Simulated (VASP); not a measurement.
## Relaxed cell of TiC: a test of cutoff and mesh

Aim: test the relaxed volume of TiC against cutoff and mesh. The starting structure is a measured crystal structure from the Crystallography Open Database. The first relaxation on each setting starts from this cell expanded by 3 % in volume.

Method: Kohn-Sham DFT with plane waves and PAW; PBEsol, in VASP 6.6.1.

The database entry behind the starting cell differs from later determinations by our own check (about 0.5 % long), so it need not match the best structure at ambient conditions.

## (1) The starting structure

The structure is cubic, space group Fm-3m (No. 225). The conventional cell has a = 4.350 Å, b = 4.350 Å, c = 4.350 Å, α = 90.00°, β = 90.00°, γ = 90.00°. Ti has 6 C at 2.17 Å nearest. C has 6 Ti at 2.17 Å nearest. Farther neighbours are not listed.

Structure file:

```xyz
2
Lattice="0.0000 2.1750 2.1750 2.1750 0.0000 2.1750 2.1750 2.1750 0.0000" Properties=species:S:1:pos:R:3 pbc="T T T"
Ti    2.1750    2.1750    2.1750
C     0.0000    0.0000    0.0000
```

## (2) Reference relaxation

This run starts from the cell of an earlier relaxation, which isn't shown; the restart sets up the plane waves anew.

Contents of INCAR:

```
SYSTEM = TiC
PREC = Accurate
ENCUT = 520
EDIFF = 1E-06
NELM = 100
ISMEAR = 1
SIGMA = 0.15
LREAL = .FALSE.
ALGO = Normal
GGA = PS
NBANDS = 14
LASPH = .TRUE.
LORBIT = 11
LWAVE = .FALSE.
LCHARG = .FALSE.
KPAR = 4
IBRION = 2
NSW = 50
ISIF = 3
EDIFFG = -0.006
```

Contents of POSCAR:

```
TiC
1.0
    0.0000000000      2.1473227617      2.1473227617
    2.1473227617      0.0000000000      2.1473227617
    2.1473227617      2.1473227617      0.0000000000
Ti C
1 1
Direct
    0.5000000000      0.5000000000      0.5000000000
    0.0000000000      0.0000000000      0.0000000000
```

Contents of KPOINTS:

```
Automatic mesh
0
Gamma
18 18 18
0 0 0
```

Potentials, in the order of the species: Ti_sv and C (PBE family, release 64).

On the command line:

```
$ mpirun -np 4 vasp_std
```

The log of the run:

```text
[banner, memory and clock lines left out]
running    4 mpi-ranks, on    1 nodes
 distrk:  each k-point on    1 cores,    4 groups
 distr:  one band on    1 cores,    1 groups

 POSCAR found type information on POSCAR TiC
 POSCAR found :  2 types and       2 ions
|                                                                             |
|               ----> ADVICE to this user running VASP <----                  |
|                                                                             |
|     You enforced a specific xc type in the INCAR file but a different       |
|     [... a line on the potential file left out ...]
|     I HOPE YOU KNOW WHAT YOU ARE DOING!                                     |
|                                                                             |

 LDA part: xc-table for (Slater+PW92), standard interpolation
 POSCAR, INCAR and KPOINTS ok, starting setup
 FFT: planning ... GRIDC
 FFT: planning ... GRID_SOFT
 FFT: planning ... GRID
 WAVECAR not read
 entering main loop
       N       E                     dE             d eps       ncg     rms          rms(c)
DAV:   1     0.122547569068E+03    0.12255E+03   -0.85451E+03  5460   0.143E+03
DAV:   2    -0.136555138601E+02   -0.13620E+03   -0.12787E+03  5802   0.356E+02
DAV:   3    -0.246634370103E+02   -0.11008E+02   -0.10818E+02  8690   0.932E+01
DAV:   4    -0.251463096397E+02   -0.48287E+00   -0.48257E+00  6474   0.151E+01
DAV:   5    -0.251629533915E+02   -0.16644E-01   -0.16643E-01  7616   0.239E+00    0.189E+01
DAV:   6    -0.203601305955E+02    0.48028E+01   -0.12535E+01  7804   0.601E+01    0.665E+00
DAV:   7    -0.198439004506E+02    0.51623E+00   -0.20161E+00  6634   0.212E+01    0.528E+00
DAV:   8    -0.198103399702E+02    0.33560E-01   -0.11325E-01  6138   0.418E+00    0.313E+00
DAV:   9    -0.198055765219E+02    0.47634E-02   -0.10156E-01  6602   0.385E+00    0.803E-01
DAV:  10    -0.198042462298E+02    0.13303E-02   -0.98114E-03  7516   0.135E+00    0.709E-01
DAV:  11    -0.198020728083E+02    0.21734E-02   -0.55741E-03  5802   0.112E+00    0.131E-01
DAV:  12    -0.198020613175E+02    0.11491E-04   -0.36460E-04  6222   0.222E-01    0.418E-02
DAV:  13    -0.198020551040E+02    0.62135E-05   -0.15665E-05  7024   0.333E-02    0.600E-03
DAV:  14    -0.198020548693E+02    0.23471E-06   -0.48313E-07  4296   0.926E-03
   1 F= -.19802055E+02 E0= -.19802018E+02  d E =-.198021E+02
 curvature:   0.00 expect dE= 0.000E+00 dE for cont linesearch  0.000E+00
 trial: gam= 0.00000 g(F)=  0.252E-59 g(S)=  0.889E-07 ort = 0.000E+00 (trialstep = 0.100E+01)
 search vector abs. value=  0.890E-07
 reached required accuracy - stopping structural energy minimisation
```

Run time: 30 s. Hardware: 4 MPI ranks of AMD EPYC 7R43, shared host; peak memory 0.53 GiB.

Lines that name or quote the potential files are left out of all logs, and their timing lines are given in words.

From OUTCAR (step 2):

```text
ion  position               nearest neighbor table
   1  0.500  0.500  0.500-   2 2.15   2 2.15   2 2.15   2 2.15   2 2.15   2 2.15
   2  0.000  0.000  0.000-   1 2.15   1 2.15   1 2.15   1 2.15   1 2.15   1 2.15

  LATTYP: Found a face centered cubic cell.
 ALAT       =     4.2946455234

 Subroutine GETGRP returns: Found 48 space group operations
 (whereof 48 operations were pure point group operations)

The static configuration has the point symmetry O_h .

 Found    195 irreducible k-points:

   k-points           NKPTS =    195   k-points in BZ     NKDIM =    195   number of bands    NBANDS=     14

   dimension x,y,z NGX =    24 NGY =   24 NGZ =   24
   dimension x,y,z NGXF=    48 NGYF=   48 NGZF=   48

   ENCUT  =  520.0 eV  38.22 Ry    6.18 a.u.   5.65  5.65  5.65*2*pi/ulx,y,z

   NELECT =      16.0000    total number of electrons

 k-points in reciprocal lattice and weights: Automatic mesh
   0.00000000  0.00000000  0.00000000       0.000
   0.05555556  0.00000000  0.00000000       0.001
   0.11111111  0.00000000  0.00000000       0.001
   0.16666667  0.00000000  0.00000000       0.001
   0.22222222  0.00000000  0.00000000       0.001
   0.27777778  0.00000000  0.00000000       0.001
   0.33333333  0.00000000  0.00000000       0.001
   0.38888889  0.00000000  0.00000000       0.001
   0.44444444  0.00000000  0.00000000       0.001
[...]
-0.27777778  0.44444444  0.22222222       0.004
  -0.27777778  0.50000000  0.22222222       0.002

 average (electrostatic) potential at core
       1 -70.5803       2 -44.2999

 E-fermi :   9.6071

 k-point     1 :       0.0000    0.0000    0.0000
  band No.  band energies     occupation
      1     -46.6520      2.00000
      2     -22.7644      2.00000
      3     -22.7644      2.00000
      4     -22.7644      2.00000
      5      -2.8820      2.00000
      6      10.2761     -0.00000
      7      10.2761     -0.00000
      8      10.2761     -0.00000
      9      11.3420     -0.00000
     10      11.3420     -0.00000
    ...

 k-point     2 :       0.0556    0.0000    0.0000
  band No.  band energies     occupation
      1     -46.6495      2.00000
      2     -22.7819      2.00000
      3     -22.7660      2.00000
      4     -22.7660      2.00000
      5      -2.8091      2.00000
      6       9.9114     -0.01454
      7      10.1411     -0.00001
      8      10.1411     -0.00001
      9      10.6863     -0.00000
     10      10.6863     -0.00000
    ...

 k-point     3 :       0.1111    0.0000    0.0000
  band No.  band energies     occupation
    ...
      4     -22.7707      2.00000
      5      -2.5942      2.00000
      6       9.1573      2.00019
      7       9.4930      1.95853
      8       9.4930      1.95853
      9      10.6757     -0.00000
     10      10.6757     -0.00000
     11      11.8495     -0.00000
     12      13.2547      0.00000
     13      13.2547      0.00000
    ...

  Total       -0.0011082     -0.0011082     -0.0011082     -0.0000000      0.0000000      0.0000000
  in kB       -0.0896653     -0.0896653     -0.0896653     -0.0000000      0.0000000      0.0000000
  external PRESSURE =      -0.0896653 kB  Pullay stress =       0.0000000 kB

  energy-cutoff  :      520.00
  volume of cell :       19.80
      direct lattice vectors                 reciprocal lattice vectors
     0.000000000  2.147322762  2.147322762    -0.232848088  0.232848088  0.232848088
     2.147322762  0.000000000  2.147322762     0.232848088 -0.232848088  0.232848088
     2.147322762  2.147322762  0.000000000     0.232848088  0.232848088 -0.232848088

 POSITION                                       TOTAL-FORCE (eV/Angst)
 -----------------------------------------------------------------------------------
      2.14732      2.14732      2.14732        -0.000000     -0.000000      0.000000
      0.00000      0.00000      0.00000         0.000000      0.000000     -0.000000
 -----------------------------------------------------------------------------------
    total drift:                               -0.000000     -0.000000      0.000000

  FREE ENERGIE OF THE ION-ELECTRON SYSTEM (eV)
  ---------------------------------------------------
  free  energy   TOTEN  =       -19.8020548693 eV

  energy  without entropy=      -19.8019449435  energy(sigma->0) =      -19.80201823

 reached required accuracy - stopping structural energy minimisation

 total charge
# of ion       s       p       d       tot
------------------------------------------
    1        2.206   6.263   1.994  10.464
    2        0.893   1.505   0.000   2.398
--------------------------------------------------
tot          3.099   7.769   1.994  12.862

[... 3 further parts left out ...]
```

CONTCAR:

```
TiC
   1.00000000000000
     0.0000000000000000    2.1473227616999999    2.1473227616999999
     2.1473227616999999    0.0000000000000000    2.1473227616999999
     2.1473227616999999    2.1473227616999999    0.0000000000000000
  Ti              C
     1     1
Direct
     0.5000000000000000    0.5000000000000000    0.5000000000000000
     0.0000000000000000    0.0000000000000000    0.0000000000000000
```

The PAW data sets were made with PBE, which is usual practice but a small mismatch for other functionals. The run keeps the 48 symmetry operations of its start, so it cannot find a distortion of lower symmetry.

The reference relaxation ends at 9.901 Å³ an atom.

## (3) Relaxation with a cutoff of 400 eV

Against step 2 the input has ENCUT = 400. This run starts from the cell of an earlier relaxation, which isn't shown; the restart sets up the plane waves anew.

INCAR, as its differences from that of step 2:

```diff
@@ -2,3 +2,3 @@
 PREC = Accurate
-ENCUT = 520
+ENCUT = 400
 EDIFF = 1E-06
```

Contents of POSCAR:

```
TiC
1.0
    0.0000000000      2.1443427960      2.1443427960
    2.1443427960      0.0000000000      2.1443427960
    2.1443427960      2.1443427960      0.0000000000
Ti C
1 1
Direct
    0.5000000000      0.5000000000      0.5000000000
    0.0000000000      0.0000000000      0.0000000000
```

KPOINTS is that of step 2.

On the command line:

```
$ mpirun -np 4 vasp_std
```

The log of the run:

```text
[banner, memory and clock lines left out]
running    4 mpi-ranks, on    1 nodes
[...]
[... a notice as in an earlier step ...]

 LDA part: xc-table for (Slater+PW92), standard interpolation
 POSCAR, INCAR and KPOINTS ok, starting setup
[...]
entering main loop
       N       E                     dE             d eps       ncg     rms          rms(c)
DAV:   1     0.106229090404E+03    0.10623E+03   -0.72645E+03  5492   0.119E+03
DAV:   2    -0.149253626879E+02   -0.12115E+03   -0.11354E+03  5868   0.318E+02
DAV:   3    -0.247890355832E+02   -0.98637E+01   -0.97318E+01  8794   0.847E+01
DAV:   4    -0.251144394706E+02   -0.32540E+00   -0.32516E+00  6328   0.125E+01
[...]
DAV:  12    -0.197981724264E+02    0.17790E-04   -0.34504E-04  6162   0.248E-01    0.255E-02
DAV:  13    -0.197981647997E+02    0.76266E-05   -0.82758E-06  7754   0.344E-02    0.466E-03
DAV:  14    -0.197981643452E+02    0.45456E-06   -0.29664E-07  3822   0.925E-03
   1 F= -.19798164E+02 E0= -.19798130E+02  d E =-.197982E+02
[...]
DAV:   8    -0.197980478189E+02    0.34464E-05   -0.57521E-06  5958   0.297E-02    0.216E-03
DAV:   9    -0.197980472330E+02    0.58591E-06   -0.18749E-07  3458   0.333E-03
   2 F= -.19798047E+02 E0= -.19798017E+02  d E =0.117112E-03
 trial-energy change:    0.000117  1 .order    0.000120   -0.000493    0.000734
 step:   0.4021(harm=  0.4021)  dis= 0.00000  next Energy=   -19.798264 (dE=-0.992E-04)
[...]
N       E                     dE             d eps       ncg     rms          rms(c)
DAV:   1    -0.198005053248E+02   -0.24575E-02   -0.44823E-02  6336   0.317E+00    0.481E-01
DAV:   2    -0.197986620281E+02    0.18433E-02   -0.67920E-03  6572   0.143E+00    0.149E-01
DAV:   3    -0.197982095193E+02    0.45251E-03   -0.94166E-04  7532   0.411E-01    0.577E-02
DAV:   4    -0.197982160643E+02   -0.65450E-05   -0.49246E-04  7308   0.212E-01    0.321E-02
DAV:   5    -0.197982484070E+02   -0.32343E-04   -0.32225E-05  6216   0.538E-02    0.133E-02
DAV:   6    -0.197982628227E+02   -0.14416E-04   -0.34784E-05  8556   0.270E-02    0.864E-03
DAV:   7    -0.197982631245E+02   -0.30180E-06   -0.41925E-06  6132   0.202E-02
   3 F= -.19798263E+02 E0= -.19798230E+02  d E =-.987794E-04
[...]
reached required accuracy - stopping structural energy minimisation
```

Run time: 50 s. Hardware: 4 MPI ranks; peak memory 0.41 GiB.

Parts of OUTCAR (step 3):

```text
  Total        0.0068517      0.0068517      0.0068517      0.0000000      0.0000000     -0.0000000
  in kB        0.5580079      0.5580079      0.5580079      0.0000000      0.0000000     -0.0000000
  external PRESSURE =       0.5580079 kB  Pullay stress =       0.0000000 kB

 POSITION                                       TOTAL-FORCE (eV/Angst)
 -----------------------------------------------------------------------------------
      2.14263      2.14263      2.14263         0.000000      0.000000     -0.000000
      0.00000     -0.00000      0.00000        -0.000000     -0.000000      0.000000
 -----------------------------------------------------------------------------------
    total drift:                                0.000000      0.000000      0.000000

  FREE ENERGIE OF THE ION-ELECTRON SYSTEM (eV)
  ---------------------------------------------------
  free  energy   TOTEN  =       -19.7982631245 eV

  energy  without entropy=      -19.7981650079  energy(sigma->0) =      -19.79823042

[... 2 parts as in an earlier step ...]

[... 2 further parts left out ...]
[key lines of the parts left out:]
E-fermi :   9.6909
```

With a cutoff of 400 eV the cell ends at 9.836 Å³ an atom, -0.65 % from the reference.

## (4) Relaxation with a 10×10×10 mesh

Against step 2 the input has a 10×10×10 mesh. This run starts from the cell of an earlier relaxation, which isn't shown; the restart sets up the plane waves anew.

INCAR, as its differences from that of step 3:

```diff
@@ -2,3 +2,3 @@
 PREC = Accurate
-ENCUT = 400
+ENCUT = 520
 EDIFF = 1E-06
```

Contents of POSCAR:

```
TiC
1.0
    0.0000000000      2.1474197922      2.1474197922
    2.1474197922      0.0000000000      2.1474197922
    2.1474197922      2.1474197922      0.0000000000
Ti C
1 1
Direct
    0.5000000000      0.5000000000      0.5000000000
    0.0000000000      0.0000000000      0.0000000000
```

Contents of KPOINTS:

```
Automatic mesh
0
Gamma
10 10 10
0 0 0
```

On the command line:

```
$ mpirun -np 4 vasp_std
```

The log of the run:

```text
[... set-up lines as in an earlier step ...]
 entering main loop
       N       E                     dE             d eps       ncg     rms          rms(c)
DAV:   1     0.125192721593E+03    0.12519E+03   -0.85065E+03  1316   0.142E+03
DAV:   2    -0.137470045290E+02   -0.13894E+03   -0.13007E+03  1418   0.359E+02
DAV:   3    -0.246636393113E+02   -0.10917E+02   -0.10735E+02  2040   0.938E+01
DAV:   4    -0.251438931933E+02   -0.48025E+00   -0.48000E+00  1578   0.153E+01
[...]
DAV:  12    -0.198010192690E+02    0.10433E-04   -0.36323E-04  1538   0.216E-01    0.407E-02
DAV:  13    -0.198010131214E+02    0.61477E-05   -0.15221E-05  1714   0.356E-02    0.630E-03
DAV:  14    -0.198010129321E+02    0.18931E-06   -0.33448E-07   978   0.814E-03
   1 F= -.19801013E+02 E0= -.19801069E+02  d E =-.198010E+02
[...]
reached required accuracy - stopping structural energy minimisation
```

Elapsed: 12 s, on 4 MPI ranks; peak memory 0.4 GiB.

From OUTCAR (step 4):

```text
  Total       -0.0023527     -0.0023527     -0.0023527     -0.0000000      0.0000000      0.0000000
  in kB       -0.1903219     -0.1903219     -0.1903219     -0.0000000      0.0000000      0.0000000
  external PRESSURE =      -0.1903219 kB  Pullay stress =       0.0000000 kB

 POSITION                                       TOTAL-FORCE (eV/Angst)
 -----------------------------------------------------------------------------------
      2.14742      2.14742      2.14742         0.000000      0.000000     -0.000000
      0.00000      0.00000      0.00000        -0.000000     -0.000000      0.000000
 -----------------------------------------------------------------------------------
    total drift:                               -0.000000     -0.000000      0.000000

  FREE ENERGIE OF THE ION-ELECTRON SYSTEM (eV)
  ---------------------------------------------------
  free  energy   TOTEN  =       -19.8010129321 eV

  energy  without entropy=      -19.8011806911  energy(sigma->0) =      -19.80106885

[... 1 part as in an earlier step ...]

[... 3 further parts left out ...]
[key lines of the parts left out:]
E-fermi :   9.6654
```

With a 10×10×10 mesh the cell ends at 9.903 Å³ an atom, +0.01 % from the reference.

(Part 1 of 2 ends here.)

[Lines on the potential files, build, host, timing and source positions are cut from VASP's logs without a mark.]

[Logs are printed without paths, hosts, clocks, repeated set-up lines and the standing remarks that a program may print on its own settings, such as how far it seeks lower states.]

[Hosts, paths, dates, database ids (printed as entryN), source tags and the programs' standing remarks are cut or masked in the printed files.]
